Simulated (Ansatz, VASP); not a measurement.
# Hf16S (S/Hf(0001)): VASP beside Ansatz

One calculation is typed for both programs; each brings its own data sets. How far apart do they land? The cell is taken from a series of runs on this material, whose earlier steps may have relaxed, scaled, displaced or heated it; both programs get it as it stands. Other levels of theory on this material are compared in a session of their own.

Main program and level: Ansatz 0.2.0; plane waves, with VASP 6.6.1 beside it; single point at LDA.

### Step 1. The structure

The cell holds 17 atoms: 16 Hf and 1 S. Cell: a = 6.400 Å, b = 6.400 Å, c = 27.723 Å, α = 90.0°, β = 90.0°, γ = 60.0°. Vacuum lies along c.

### Step 2. VASP: single point, LDA

With cell and atoms fixed, the geometry can't cause a difference; cores, projectors, grids and the points listed under the comparison can.

Lines of VASP's logs that name or quote its potential files are left out, and so is its time.

Input file INCAR:

```
SYSTEM = Hf16S
PREC = Accurate
ENCUT = 400
EDIFF = 1E-06
NELM = 120
ISMEAR = -1
SIGMA = 0.1
LREAL = .FALSE.
ALGO = Normal
GGA = PW92
NBANDS = 102
LASPH = .TRUE.
LORBIT = 11
LWAVE = .FALSE.
LCHARG = .FALSE.
ISIF = 2
LDIPOL = .TRUE.
IDIPOL = 3
DIPOL = 0.5 0.5 0.472
LVHAR = .TRUE.
GGA_COMPAT = .FALSE.
NELMDL = -8
KPAR = 4
```

Input file POSCAR:

```
Hf16S
1.0
    6.4000000000      0.0000000000      0.0000000000
    3.2000000000      5.5425625842      0.0000000000
    0.0000000000      0.0000000000     27.7227404283
Hf S
16 1
Direct
    0.3333333334      0.3333333334      0.3246432301
    0.0000000000      0.0000000000      0.4159473350
    0.3316726792      0.3316726792      0.5088293713
    0.9946997948      0.9946997948      0.5942710663
    0.3333333334      0.8333333334      0.3246432301
    0.0000000000      0.5000000000      0.4159473350
    0.3316726792      0.8366546416      0.5088293713
    0.9946997948      0.5106004106      0.5942710663
    0.8333333334      0.3333333334      0.3246432301
    0.5000000000      0.0000000000      0.4159473350
    0.8366546416      0.3316726792      0.5088293713
    0.5106004106      0.9946997948      0.5942710663
    0.8333333334      0.8333333334      0.3246432301
    0.5000000000      0.5000000000      0.4159473350
    0.8333333334      0.8333333334      0.5069992005
    0.5000000000      0.5000000000      0.5917550100
    0.1666666667      0.1666666667      0.6533552592
```

Input file KPOINTS:

```
Automatic mesh
0
Gamma
6 6 1
0 0 0
```

The projector-augmented-wave data sets are Hf_pv and S (LDA family, release 64).

On the command line:

```bash
mpirun -np 4 vasp_std
```

Numbers of over 12 decimals in the logs are rounded to 6 here.

Log:

```text
[banner, memory and clock lines left out]
running    4 mpi-ranks, on    1 nodes
 distrk:  each k-point on    1 cores,    4 groups
 distr:  one band on    1 cores,    1 groups

 POSCAR found type information on POSCAR HfS
 POSCAR found :  2 types and      17 ions
|                                                                             |
|               ----> ADVICE to this user running VASP <----                  |
|                                                                             |
|     You have a (more or less) 'large supercell' and for larger cells it     |
|     might be more efficient to use real-space projection operators.         |
|     Therefore, try LREAL= Auto in the INCAR file.                           |
|     Mind: For very accurate calculation, you might also keep the            |
|     reciprocal projection scheme (i.e. LREAL=.FALSE.).                      |
|                                                                             |

|                                                                             |
|               ----> ADVICE to this user running VASP <----                  |
|                                                                             |
|     You enforced a specific xc type in the INCAR file but a different       |
|     [... a line on the potential file left out ...]
|     I HOPE YOU KNOW WHAT YOU ARE DOING!                                     |
|                                                                             |

 LDA part: xc-table for (Slater(with rela. corr.)+PW92), standard interpolation
 POSCAR, INCAR and KPOINTS ok, starting setup
 FFT: planning ... GRIDC
 FFT: planning ... GRID_SOFT
 FFT: planning ... GRID
 WAVECAR not read
 entering main loop
       N       E                     dE             d eps       ncg     rms          rms(c)
DAV:   1     0.700523545908E+03    0.70052E+03   -0.80831E+04  1900   0.111E+03
DAV:   2    -0.116046283559E+03   -0.81657E+03   -0.79208E+03  1706   0.291E+02
DAV:   3    -0.177567239714E+03   -0.61521E+02   -0.59060E+02  1680   0.581E+01
DAV:   4    -0.182659178290E+03   -0.50919E+01   -0.49147E+01  2072   0.136E+01
DAV:   5    -0.182831373260E+03   -0.17219E+00   -0.16819E+00  1952   0.242E+00
DAV:   6    -0.182845464452E+03   -0.14091E-01   -0.13859E-01  2064   0.528E-01
DAV:   7    -0.182846483081E+03   -0.10186E-02   -0.10048E-02  1952   0.117E-01
DAV:   8    -0.182846609706E+03   -0.12663E-03   -0.12529E-03  2032   0.285E-02    0.187E+02
DAV:   9    -0.227271425874E+03   -0.44425E+02   -0.23643E+02  2112   0.361E+01    0.104E+02
DAV:  10    -0.894421425173E+03   -0.66715E+03   -0.11081E+04  2146   0.112E+02    0.129E+02
DAV:  11    -0.277080848776E+03    0.61734E+03   -0.27202E+03  2042   0.949E+01    0.118E+02
DAV:  12    -0.248416528674E+03    0.28664E+02   -0.69473E+02  1904   0.449E+01    0.102E+02
DAV:  13    -0.210493265907E+03    0.37923E+02   -0.11449E+02  1920   0.187E+01    0.911E+01
DAV:  14    -0.208757195828E+03    0.17361E+01   -0.13092E+01  1936   0.668E+00    0.851E+01
[...]
DAV:  63    -0.170141988686E+03   -0.37436E-04   -0.20180E-05  1784   0.122E-02    0.220E-01
DAV:  64    -0.170141991615E+03   -0.29285E-05   -0.56829E-05  1816   0.248E-02    0.291E-02
DAV:  65    -0.170142009817E+03   -0.18202E-04   -0.11514E-05  1664   0.928E-03    0.240E-02
DAV:  66    -0.170142017050E+03   -0.72335E-05   -0.98845E-07  1064   0.304E-03    0.166E-02
DAV:  67    -0.170142027102E+03   -0.10052E-04   -0.20468E-06  1176   0.383E-03    0.630E-03
DAV:  68    -0.170142031252E+03   -0.41499E-05   -0.80388E-07  1000   0.227E-03    0.684E-03
DAV:  69    -0.170142032823E+03   -0.15702E-05   -0.50342E-07   896   0.202E-03    0.543E-03
DAV:  70    -0.170142033328E+03   -0.50501E-06   -0.13850E-07   888   0.102E-03
   1 F= -.17014203E+03 E0= -.16977307E+03  d E =-.737923E+00
```

From OUTCAR (step 2):

```text
ion  position               nearest neighbor table
   1  0.333  0.333  0.325-  14 3.13  10 3.13   6 3.13   5 3.20   5 3.20  13 3.20  13 3.20   9 3.20
                             9 3.20
   2  0.000  0.000  0.416-  15 3.13  13 3.13   9 3.13   5 3.13  11 3.16   7 3.16   6 3.20   6 3.20
                            14 3.20  14 3.20  10 3.20  10 3.20
   3  0.332  0.332  0.509-  16 2.96  12 3.02   8 3.02  10 3.16   6 3.16   7 3.17  11 3.17  14 3.18
                            15 3.20  15 3.20   7 3.23  11 3.23
   4  0.995  0.995  0.594-  17 2.51  15 3.01  11 3.02   7 3.02   8 3.10  12 3.10  16 3.20  16 3.20
                             8 3.30  12 3.30
   5  0.333  0.833  0.325-  10 3.13  14 3.13   2 3.13   1 3.20   1 3.20   9 3.20   9 3.20  13 3.20
                            13 3.20
   6  0.000  0.500  0.416-  15 3.13   9 3.13  13 3.13   1 3.13   3 3.16  11 3.16   2 3.20   2 3.20
                            10 3.20  10 3.20  14 3.20  14 3.20
   7  0.332  0.837  0.509-  16 2.96   4 3.02  12 3.02   2 3.16  10 3.16   3 3.17  11 3.17  14 3.18
                            15 3.20  15 3.20  11 3.23   3 3.23
   8  0.995  0.511  0.594-  17 2.51  15 3.01   3 3.02  11 3.02   4 3.10  12 3.10  16 3.20  16 3.20
                            12 3.30   4 3.30
   9  0.833  0.333  0.325-   6 3.13   2 3.13  14 3.13  13 3.20   5 3.20  13 3.20   5 3.20   1 3.20
                             1 3.20
  10  0.500  0.000  0.416-  15 3.13   5 3.13   1 3.13  13 3.13   3 3.16   7 3.16  14 3.20   6 3.20
                            14 3.20   6 3.20   2 3.20   2 3.20
  11  0.837  0.332  0.509-  16 2.96   4 3.02   8 3.02   2 3.16   6 3.16   7 3.17   3 3.17  14 3.18
                            15 3.20  15 3.20   7 3.23   3 3.23
  12  0.511  0.995  0.594-  17 2.51  15 3.01   3 3.02   7 3.02   8 3.10   4 3.10  16 3.20  16 3.20
                             8 3.30   4 3.30
  13  0.833  0.833  0.325-   2 3.13   6 3.13  10 3.13   9 3.20   1 3.20   9 3.20   1 3.20   5 3.20
                             5 3.20
  14  0.500  0.500  0.416-   1 3.13   5 3.13   9 3.13   7 3.18  11 3.18   3 3.18  10 3.20   2 3.20
                            10 3.20   2 3.20   6 3.20   6 3.20
  15  0.833  0.833  0.507-   8 3.01   4 3.01  12 3.01   2 3.13   6 3.13  10 3.13  11 3.20   7 3.20
                             3 3.20   3 3.20  11 3.20   7 3.20
  16  0.500  0.500  0.592-   7 2.96  11 2.96   3 2.96  12 3.20   8 3.20   4 3.20   4 3.20  12 3.20
                             8 3.20
  17  0.167  0.167  0.653-   4 2.51   8 2.51  12 2.51

  LATTYP: Found a hexagonal cell.
 ALAT       =     6.4000000000
 C/A-ratio  =     4.3316781919

 Subroutine GETGRP returns: Found  6 space group operations
 (whereof  2 operations were pure point group operations)

The static configuration has the point symmetry C_1h.
 The point group associated with its full space group is C_3v.

 Found      7 irreducible k-points:

   k-points           NKPTS =      7   k-points in BZ     NKDIM =      7   number of bands    NBANDS=    102

   dimension x,y,z NGX =    42 NGY =   42 NGZ =  192
   dimension x,y,z NGXF=    84 NGYF=   84 NGZF=  384

   ENCUT  =  400.0 eV  29.40 Ry    5.42 a.u.  10.44 10.44 45.21*2*pi/ulx,y,z

   NELECT =     166.0000    total number of electrons

 k-points in reciprocal lattice and weights: Automatic mesh
   0.00000000  0.00000000  0.00000000       0.028
   0.16666667  0.00000000  0.00000000       0.167
   0.33333333  0.00000000  0.00000000       0.167
   0.50000000  0.00000000  0.00000000       0.083
   0.33333333  0.16666667  0.00000000       0.167
   0.50000000  0.16666667  0.00000000       0.333
  -0.33333333  0.33333333  0.00000000       0.056

 dipolmoment           0.000000      0.000000      0.043358 electrons x Angstroem

 average (electrostatic) potential at core
       1 -43.8355       2 -43.3800       3 -43.1942       4 -43.4529       5 -43.8355
       6 -43.3800       7 -43.1942       8 -43.4529       9 -43.8355      10 -43.3800
      11 -43.1942      12 -43.4529      13 -43.8358      14 -43.3818      15 -43.1214
      16 -43.6919      17 -92.9476

 E-fermi :  -0.9537

 k-point     1 :       0.0000    0.0000    0.0000
  band No.  band energies     occupation
    ...
     74      -1.9605      1.99992
     75      -1.6913      1.99875
     76      -1.6913      1.99875
     77      -1.5811      1.99624
     78      -1.0581      1.47928
     79      -0.7922      0.33179
     80      -0.7922      0.33179
     81      -0.7069      0.15627
     82      -0.6340      0.07858
     83      -0.4464      0.01245
    ...

 k-point     2 :       0.1667    0.0000    0.0000
  band No.  band energies     occupation
    ...
     75      -1.7681      1.99942
     76      -1.6906      1.99874
     77      -1.5453      1.99462
     78      -1.1433      1.73882
     79      -0.8829      0.66020
     80      -0.8388      0.48153
     81      -0.8000      0.35389
     82      -0.7160      0.16997
     83      -0.5928      0.05272
     84      -0.5775      0.04544
    ...

 k-point     3 :       0.3333    0.0000    0.0000
  band No.  band energies     occupation
    ...
     81      -1.0113      1.28047
     82      -0.9893      1.17628
     83      -0.9471      0.96730
     84      -0.8878      0.68208
     85      -0.8627      0.57396
     86      -0.7283      0.18995
     87      -0.6084      0.06137
     88      -0.5484      0.03414
     89      -0.4839      0.01807
     90      -0.4005      0.00788
    ...

  Total      -20.1664149    -20.1664149    -16.8297627      0.0000000     -0.0000000      0.0000000
  in kB      -32.8558376    -32.8558376    -27.4196456      0.0000000     -0.0000000      0.0000000
  external PRESSURE =     -31.0437736 kB  Pullay stress =       0.0000000 kB

  energy-cutoff  :      400.00
  volume of cell :      983.39
      direct lattice vectors                 reciprocal lattice vectors
     6.400000000  0.000000000  0.000000000     0.156250000 -0.090210980  0.000000000
     3.200000000  5.542562584  0.000000000     0.000000000  0.180421959  0.000000000
     0.000000000  0.000000000 27.722740428     0.000000000  0.000000000  0.036071470

 POSITION                                       TOTAL-FORCE (eV/Angst)
 -----------------------------------------------------------------------------------
      3.20000      1.84752      9.00000         0.014516      0.008381      1.115795
      0.00000      0.00000     11.53120         0.014822      0.008558     -0.882358
      3.18406      1.83832     14.10614        -0.003846     -0.002221      0.079029
      9.54912      5.51319     16.47482         0.031923      0.018431     -0.164950
      4.80000      4.61880      9.00000        -0.000000     -0.016761      1.115795
      1.60000      2.77128     11.53120        -0.000000     -0.017115     -0.882358
      4.80000      4.63721     14.10614        -0.000000      0.004441      0.079029
      8.00000      2.83003     16.47482        -0.000000     -0.036861     -0.164950
      6.40000      1.84752      9.00000        -0.014516      0.008381      1.115795
      3.20000      0.00000     11.53120        -0.014822      0.008558     -0.882358
      6.41594      1.83832     14.10614         0.003846     -0.002221      0.079029
      6.45088      5.51319     16.47482        -0.031923      0.018431     -0.164950
      8.00000      4.61880      9.00000        -0.000000      0.000000      1.080606
      4.80000      2.77128     11.53120        -0.000000      0.000000     -0.934463
      8.00000      4.61880     14.05541        -0.000000      0.000000      0.049607
      4.80000      2.77128     16.40507        -0.000000      0.000000     -0.272116
      1.60000      0.92376     18.11280        -0.000000      0.000000     -0.366180
 -----------------------------------------------------------------------------------
    total drift:                                0.000000      0.000000     -0.000166

  FREE ENERGIE OF THE ION-ELECTRON SYSTEM (eV)
  ---------------------------------------------------
  free  energy   TOTEN  =      -170.1420333276 eV

  energy  without entropy=     -169.4041104201  energy(sigma->0) =     -169.77307187

 vacuum level on the upper side and lower side of the slab         3.819         3.597

 total charge
# of ion       s       p       d       tot
------------------------------------------
    1        0.413   6.249   1.522   8.185
    2        0.396   6.373   1.570   8.338
    3        0.402   6.399   1.614   8.414
    4        0.403   6.363   1.610   8.376
    5        0.413   6.249   1.522   8.185
    6        0.396   6.373   1.570   8.338
    7        0.402   6.399   1.614   8.414
    8        0.403   6.363   1.610   8.376
    9        0.413   6.249   1.522   8.185
   10        0.396   6.373   1.570   8.338
   11        0.402   6.399   1.614   8.414
   12        0.403   6.363   1.610   8.376
   13        0.413   6.249   1.522   8.185
   14        0.392   6.373   1.563   8.328
   15        0.404   6.392   1.631   8.427
   16        0.429   6.259   1.599   8.286
   17        1.341   2.410   0.000   3.751
--------------------------------------------------
tot          7.821 103.834  25.262 136.917

[... 3 further parts left out ...]
```

(Part 1 of 2 ends here.)

[Lines on the potential files, build, host, timing and source positions are cut from VASP's logs without a mark.]

[Logs are printed without paths, hosts, clocks, repeated set-up lines and the standing remarks that a program may print on its own settings, such as how far it seeks lower states.]

[Hosts, paths, dates, database ids (printed as entryN), source tags and the programs' standing remarks are cut or masked in the printed files.]
